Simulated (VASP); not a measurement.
Calculation: optB86b-vdW, VASP's PBE PAW potentials (set 64) (plane waves; VASP).

A VASP calculation is set up with these files.

**POSCAR**
```
HfB2
1.0
  1.5984511724  -2.7685988798   0.0000000000
  1.5984511724   2.7685988798   0.0000000000
  0.0000000000   0.0000000000   3.5523719217
Hf B
1 2
direct
  1.0000000000   1.0000000000   0.0000000000
  0.3333330000   0.6666670000   0.5000000000
  0.6666670000   0.3333330000   0.5000000000
```

**INCAR**
```
! general
SYSTEM  =HfB2
PREC    =Accurate
ENCUT   =520   ! plane-wave cut-off (eV)
LREAL   =.False.   ! projection in real space or not
LASPH   =.True.   ! aspherical one-centre terms

! electronic loop
EDIFF   =1E-7   ! SCF stop (eV)
NELM    =100   ! most electronic steps
ALGO    =Normal   ! blocked Davidson
LMAXMIX =6   ! l cut-off of mixed one-centre charges

! smearing
ISMEAR  =1
SIGMA   =0.1   ! width (eV)

! functional
GGA     =MK
LUSE_VDW=.True.
AGGAC   =0.0
PARAM1  =0.1234
PARAM2  =1.0

! ions
IBRION  =2   ! conjugate gradients
NSW     =30   ! most ionic steps
ISIF    =4
EDIFFG  =-0.01   ! ionic stop

! output
LWAVE   =.False.
LCHARG  =.False.
```

### KPOINTS
```
Automatic mesh
0
Gamma
11 11 9
0 0 0
```

POTCAR, in this order: Hf_pv B (PBE.64 set). Program: vasp_std.

Output of the run:

**OSZICAR**
```
       N       E                     dE             d eps       ncg     rms          rms(c)
DAV:   1     0.323686719506E+02    0.32369E+02   -0.84541E+03  1920   0.126E+03
DAV:   2    -0.233496498965E+02   -0.55718E+02   -0.52242E+02  2384   0.235E+02
DAV:   3    -0.251583174361E+02   -0.18087E+01   -0.17862E+01  2548   0.329E+01
DAV:   4    -0.251741564108E+02   -0.15839E-01   -0.15826E-01  2348   0.340E+00
DAV:   5    -0.251743393057E+02   -0.18289E-03   -0.18286E-03  2544   0.292E-01    0.476E+01
DAV:   6    -0.229947486463E+02    0.21796E+01   -0.52563E+00  2324   0.144E+01    0.353E+01
DAV:   7    -0.229583612399E+02    0.36387E-01   -0.14998E+00  2452   0.818E+00    0.117E+01
DAV:   8    -0.229075141558E+02    0.50847E-01   -0.39766E-01  2308   0.431E+00    0.168E+00
DAV:   9    -0.229029696296E+02    0.45445E-02   -0.32660E-02  2296   0.134E+00    0.269E-01
DAV:  10    -0.229029027466E+02    0.66883E-04   -0.96829E-04  2340   0.267E-01    0.345E-01
DAV:  11    -0.229029070111E+02   -0.42645E-05   -0.10933E-04  2408   0.863E-02    0.167E-01
DAV:  12    -0.229029036742E+02    0.33369E-05   -0.10846E-05  2392   0.289E-02    0.265E-02
DAV:  13    -0.229029037823E+02   -0.10811E-06   -0.44668E-07  2364   0.662E-03    0.505E-03
DAV:  14    -0.229029037845E+02   -0.22480E-08   -0.13609E-08  1376   0.101E-03
   1 F= -.22902904E+02 E0= -.22902921E+02  d E =-.229029E+02
       N       E                     dE             d eps       ncg     rms          rms(c)
DAV:   1    -0.229034273669E+02   -0.52358E-03   -0.25731E-02  2040   0.139E+00    0.178E-01
DAV:   2    -0.229032288450E+02    0.19852E-03   -0.34078E-04  2376   0.162E-01    0.749E-02
DAV:   3    -0.229031423898E+02    0.86455E-04   -0.85859E-05  2404   0.727E-02    0.227E-02
DAV:   4    -0.229031373152E+02    0.50746E-05   -0.10776E-05  2648   0.265E-02    0.145E-02
DAV:   5    -0.229031372522E+02    0.62960E-07   -0.44625E-07  2276   0.515E-03
   2 F= -.22903137E+02 E0= -.22903139E+02  d E =-.233468E-03
```

**OUTCAR**
```
------------------------ aborting loop because EDIFF is reached ----------------------------------------
  FORCE on cell =-STRESS in cart. coord.  units (eV):
  Direction    XX          YY          ZZ          XY          YZ          ZX
  --------------------------------------------------------------------------------------
  Total       -2.6275203     -2.6275207     -2.6339081      0.0000000      0.0000000     -0.0000000
  in kB     -133.8902088   -133.8902296   -134.2157135      0.0000000      0.0000000     -0.0000000
  external PRESSURE =    -133.9987173 kB  Pullay stress =       0.0000000 kB
  volume of cell :       31.44
      direct lattice vectors                 reciprocal lattice vectors
     1.596633573 -2.765450684 -0.000000000     0.313158892 -0.180802356  0.000000000
     1.596633573  2.765450684  0.000000000     0.313158892  0.180802356  0.000000000
    -0.000000000  0.000000000  3.560464556    -0.000000000 -0.000000000  0.280862226
 POSITION                                       TOTAL-FORCE (eV/Angst)
 -----------------------------------------------------------------------------------
      1.59663     -2.76545     -0.00000        -0.000000     -0.000000      0.000000
      1.59663      0.92182      1.78023         0.000000      0.000000      0.000000
      1.59663     -0.92182      1.78023        -0.000000     -0.000000     -0.000000
 -----------------------------------------------------------------------------------
    total drift:                                0.000000     -0.000000     -0.000000
  FREE ENERGIE OF THE ION-ELECTRON SYSTEM (eV)
  ---------------------------------------------------
  free  energy   TOTEN  =       -22.9031372522 eV

  energy  without entropy=      -22.9031439211  energy(sigma->0) =      -22.90313948

 reached required accuracy - stopping structural energy minimisation
```
(Selected blocks of OUTCAR.)

CONTCAR:
```
HfB2
   1.00000000000000
     1.5966335727934808   -2.7654506840917068   -0.0000000000000000
     1.5966335727934808    2.7654506840917068    0.0000000000000000
    -0.0000000000000000    0.0000000000000000    3.5604645564182476
  Hf              B
     1     2
Direct
     1.0000000000000000    0.0000000000000000    0.0000000000000000
     0.3333330000000032    0.6666669999999968    0.5000000000000000
     0.6666669999999968    0.3333330000000032    0.5000000000000000
```

The compound is HfB2 in the AlB2 type structure. This cell is one point of a volume scan, at 1.06 of the reference volume. Symmetry was kept, so distortions that lower it aren't found.
